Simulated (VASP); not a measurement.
An input for Ansatz (written as the equivalent of a VASP run, and not itself run):

Ansatz 0.2 input:
```yaml
crystal:
  lattice:
    - [1.4122700, 0.8153740, 5.9393900]
    - [-1.4122700, 0.8153740, 5.9393900]
    - [0.0000000, -1.6307490, 5.9393900]
  atoms:
    - { symbol: Co, position: [0.5000000, 0.5000000, 0.5000000] }
    - { symbol: Pt, position: [0.0000000, 0.0000000, 0.0000000] }
    - { symbol: O, position: [0.8877590, 0.8877590, 0.8877590] }
    - { symbol: O, position: [0.1122410, 0.1122410, 0.1122410] }
kpoints:
  mp_grid: { grid: [13, 13, 13] }
hamiltonian:
  xc: pbe
  pseudopotentials: { kind: paw }
scf:
  occupations: { method: methfessel_paxton, width: 0.2 }
  max_iter: 100
output: { forces: true, stress: true, eigenvalues: true }
```

**Question.** Write the VASP files for the same calculation (PBE).

**Answer.** Several could match; the one computed here: 
**INCAR**
```
ALGO=Normal
EDIFF=1E-6
ENCUT=400
GGA=PE
ISIF=2
ISMEAR=1
LASPH=.True.
LCHARG=.False.
LMAXMIX=6
LREAL=.False.
LWAVE=.False.
NELM=100
PREC=Accurate
SIGMA=0.2
SYSTEM=CoPtO2
```

### KPOINTS
```
Automatic mesh
0
Gamma
13 13 13
0 0 0
```

**POSCAR**
```
CoPtO2
1.0
  1.4122700000   0.8153740000   5.9393900000
 -1.4122700000   0.8153740000   5.9393900000
  0.0000000000  -1.6307490000   5.9393900000
Co Pt O
1 1 2
Direct
  0.5000000000   0.5000000000   0.5000000000
  0.0000000000   0.0000000000   0.0000000000
  0.8877590000   0.8877590000   0.8877590000
  0.1122410000   0.1122410000   0.1122410000
```

POTCAR, in this order: Co Pt O (PBE.64 set). Program: vasp_std.

Limits of the translation: each code has its own PAW files, so the cut-off isn't converted (ENCUT is set for VASP's; basis.ecutwfc is left out, and Ansatz then takes the one that its files recommend); Ansatz stops its SCF on the density residual and VASP on the energy change (EDIFF).

The structure comes from a computed database's CoPtO2 entry; how it stands against other phases isn't given here. The cell was not relaxed at this level.
